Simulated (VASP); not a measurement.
Output of a VASP run:

OUTCAR:
```
 ion  position               nearest neighbor table
   1  0.000  0.000  0.000-
   2  0.500  0.500  0.500-   3 2.84   4 2.84   5 2.84   5 2.84   3 2.84   4 2.84
   3  0.500  0.000  0.500-   2 2.84   2 2.84
   4  0.000  0.500  0.500-   2 2.84   2 2.84
   5  0.500  0.500  0.000-   2 2.84   2 2.84
  LATTYP: Found a simple cubic cell.
 ALAT       =     5.6843869824
 Subroutine PRICEL returns:
 Original cell was already a primitive cell.
 Subroutine GETGRP returns: Found 48 space group operations
The static configuration has the point symmetry O_h .
The dynamic configuration has the point symmetry O_h .
 Subroutine INISYM returns: Found 48 space group operations
 Subroutine IBZKPT returns following result:
 Found     10 irreducible k-points:

 Following reciprocal coordinates:
            Coordinates               Weight
  0.000000  0.000000  0.000000      1.000000
  0.250000  0.000000  0.000000      6.000000
  0.500000  0.000000  0.000000      3.000000
  0.250000  0.250000  0.000000     12.000000
  0.500000  0.250000  0.000000     12.000000
  0.500000  0.500000  0.000000      3.000000
  0.250000  0.250000  0.250000      8.000000
  0.500000  0.250000  0.250000     12.000000
  0.500000  0.500000  0.250000      6.000000
  0.500000  0.500000  0.500000      1.000000
   k-points           NKPTS =     10   k-points in BZ     NKDIM =     10   number of bands    NBANDS=     26
   number of dos      NEDOS =    301   number of ions     NIONS =      5
   total plane-waves  NPLWV =  74088
   dimension x,y,z NGX =    42 NGY =   42 NGZ =   42
   dimension x,y,z NGXF=    84 NGYF=   84 NGZF=   84
   ions per type =               1   1   3
   PREC   = accura    normal or accurate (medium, high low for compatibility)
   ISTART =      0    job   : 0-new  1-cont  2-samecut
   ICHARG =      2    charge: 1-file 2-atom 10-const
   ISPIN  =      1    spin polarized calculation?
   LNONCOLLINEAR =      F non collinear calculations
   LSORBIT =      F    spin-orbit coupling
   INIWAV =      1    electr: 0-lowe 1-rand  2-diag
   ENCUT  =  520.0 eV  38.22 Ry    6.18 a.u.  10.57 10.57 10.57*2*pi/ulx,y,z
   NELM   =    100;   NELMIN=  2; NELMDL= -5     # of ELM steps
   EDIFF  = 0.1E-06   stopping-criterion for ELM
   LREAL  =      F    real-space projection
   NLSPLINE    = F    spline interpolate recip. space projectors
   LMAXMIX     =    4 max onsite mixed and CHGCAR
   VOSKOWN=      0    Vosko Wilk Nusair interpolation
   EDIFFG = 0.1E-05   stopping-criterion for IOM
   NSW    =      0    number of steps for IOM
   NBLOCK =      1;   KBLOCK =      1    inner block; outer block
   IBRION =     -1    ionic relax: 0-MD 1-quasi-New 2-CG
   NFREE  =      0    steps in history (QN), initial steepest desc. (CG)
   ISIF   =      2    stress and relaxation
   ISYM   =      2    0-nonsym 1-usesym 2-fastsym
   TEIN   =    0.0    initial temperature
   TEBEG  =    0.0;   TEEND  =   0.0 temperature during run
   SMASS  =  -3.00    Nose mass-parameter (am)
   PSTRESS=    0.0 pullay stress
   NELECT =      44.0000    total number of electrons
   EFERMI =   0.00;   METHOD = LEGACY
   ISMEAR =     0;   SIGMA  =   0.05  broadening in eV -4-tet -1-fermi 0-gaus
   IALGO  =     38    algorithm
   LDIAG  =      T    sub-space diagonalisation (order eigenvalues)
   IMIX   =      4    mixing-type and parameters
     AMIX     =   0.40;   BMIX     =  1.00
     AMIX_MAG =   1.60;   BMIX_MAG =  1.00
     AMIN     =   0.10
   METAGGA = TPSS    functional components
   VOSKOWN =     0    Vosko Wilk Nusair interpolation
   LHFCALC =     F    Hartree Fock is set to
   LHFONE  =     F    Hartree Fock one center treatment
   AEXX    =    0.0000 exact exchange contribution
   IVDW    =     0    specifies the selected vdW correction
   LEPSILON=     F    determine dielectric tensor
   LRPA    =     F    only Hartree local field effects (RPA)
  energy-cutoff  :      520.00
  volume of cell :      183.68
      direct lattice vectors                 reciprocal lattice vectors
...
```

### OSZICAR
```
       N       E                     dE             d eps       ncg     rms          rms(c)
DAV:   1     0.449688116072E+03    0.44969E+03   -0.19025E+04   520   0.158E+03
DAV:   2     0.250555237197E+02   -0.42463E+03   -0.41747E+03   702   0.482E+02
DAV:   3    -0.380944665366E+02   -0.63150E+02   -0.62826E+02   674   0.184E+02
DAV:   4    -0.403523693903E+02   -0.22579E+01   -0.22516E+01   720   0.429E+01
DAV:   5    -0.404216156604E+02   -0.69246E-01   -0.69197E-01   726   0.681E+00    0.607E+00
DAV:   6    -0.432267830185E+02   -0.28052E+01   -0.91243E+00   656   0.356E+01    0.377E+00
DAV:   7    -0.412694374771E+02    0.19573E+01   -0.11889E+00   642   0.143E+01    0.153E+00
DAV:   8    -0.415762169525E+02   -0.30678E+00   -0.11428E+00   578   0.789E+00    0.147E+00
DAV:   9    -0.415096937525E+02    0.66523E-01   -0.17434E-01   604   0.360E+00    0.123E+00
DAV:  10    -0.415421205749E+02   -0.32427E-01   -0.39556E-02   694   0.151E+00    0.393E-01
DAV:  11    -0.416228053003E+02   -0.80685E-01   -0.44831E-02   532   0.215E+00    0.108E-01
DAV:  12    -0.416298659350E+02   -0.70606E-02   -0.14319E-02   552   0.109E+00    0.146E-01
DAV:  13    -0.416338549754E+02   -0.39890E-02   -0.14198E-03   616   0.431E-01    0.401E-02
DAV:  14    -0.416339894750E+02   -0.13450E-03   -0.80608E-04   606   0.239E-01    0.484E-02
DAV:  15    -0.416349420601E+02   -0.95259E-03   -0.19391E-04   644   0.157E-01    0.153E-02
DAV:  16    -0.416349866840E+02   -0.44624E-04   -0.30186E-05   584   0.472E-02    0.971E-03
DAV:  17    -0.416349916712E+02   -0.49871E-05   -0.97351E-06   564   0.235E-02    0.587E-03
DAV:  18    -0.416350009731E+02   -0.93020E-05   -0.22108E-06   664   0.129E-02    0.185E-03
DAV:  19    -0.416350016814E+02   -0.70831E-06   -0.44742E-07   474   0.755E-03    0.692E-04
DAV:  20    -0.416350018566E+02   -0.17520E-06   -0.13868E-07   404   0.376E-03    0.703E-04
DAV:  21    -0.416350019056E+02   -0.48939E-07   -0.17024E-08   364   0.178E-03
   1 F= -.41635002E+02 E0= -.41635002E+02  d E =-.950335E-13
```

### OUTCAR
```
------------------------ aborting loop because EDIFF is reached ----------------------------------------
  FORCE on cell =-STRESS in cart. coord.  units (eV):
  Direction    XX          YY          ZZ          XY          YZ          ZX
  --------------------------------------------------------------------------------------
  Total        0.8329783      0.8329783      0.8329783      0.0000000      0.0000000      0.0000000
  in kB        7.2659662      7.2659662      7.2659662      0.0000000      0.0000000      0.0000000
  external PRESSURE =       7.2659662 kB  Pullay stress =       0.0000000 kB
  volume of cell :      183.68
      direct lattice vectors                 reciprocal lattice vectors
     5.684386982  0.000000000  0.000000000     0.175920465  0.000000000  0.000000000
     0.000000000  5.684386982  0.000000000     0.000000000  0.175920465  0.000000000
     0.000000000  0.000000000  5.684386982     0.000000000  0.000000000  0.175920465
 POSITION                                       TOTAL-FORCE (eV/Angst)
 -----------------------------------------------------------------------------------
      0.00000      0.00000      0.00000         0.000000      0.000000      0.000000
      2.84219      2.84219      2.84219         0.000000      0.000000      0.000000
      2.84219      0.00000      2.84219         0.000000      0.000000      0.000000
      0.00000      2.84219      2.84219         0.000000      0.000000      0.000000
      2.84219      2.84219      0.00000         0.000000      0.000000      0.000000
 -----------------------------------------------------------------------------------
    total drift:                                0.000000     -0.000000     -0.000000
  FREE ENERGIE OF THE ION-ELECTRON SYSTEM (eV)
  ---------------------------------------------------
  free  energy   TOTEN  =       -41.6350019056 eV

  energy  without entropy=      -41.6350019056  energy(sigma->0) =      -41.63500191
```
(Selected blocks of OUTCAR.)

POSCAR:
```
CsPbCl3
1
    5.6843869824     0.0000000000     0.0000000000
    0.0000000000     5.6843869824     0.0000000000
    0.0000000000     0.0000000000     5.6843869824
Cs Pb Cl
1 1 3
Direct
  0.0000000000   0.0000000000   0.0000000000
  0.5000000000   0.5000000000   0.5000000000
  0.5000000000   0.0000000000   0.5000000000
  0.0000000000   0.5000000000   0.5000000000
  0.5000000000   0.5000000000   0.0000000000
```

Question: Reconstruct the remaining input files.

Answer: This is not unique; one that fits is the input of the run itself, TPSS meta-GGA, plane waves, VASP's PBE PAW potentials (set 64).

INCAR:
```
SYSTEM = CsPbCl3
PREC = Accurate
ENCUT = 520
EDIFF = 1E-7
NELM = 100
ALGO = Normal
LREAL = .FALSE.
LASPH = .TRUE.
ISMEAR = 0
SIGMA = 0.05
METAGGA = TPSS
LMIXTAU = .TRUE.
LMAXMIX = 4
LWAVE = .FALSE.
LCHARG = .FALSE.
ISIF = 2
```

KPOINTS:
```
Automatic mesh
0
Gamma
4 4 4
0 0 0
```

POTCAR, in this order: Cs_sv Pb_d Cl (PBE.64 set). Program: vasp_std.

The compound is CsPbCl3 in the cubic perovskite structure, the ideal cubic form; the compound distorts at low or room temperature. This cell is one point of a volume scan, at 0.97 of the reference volume.
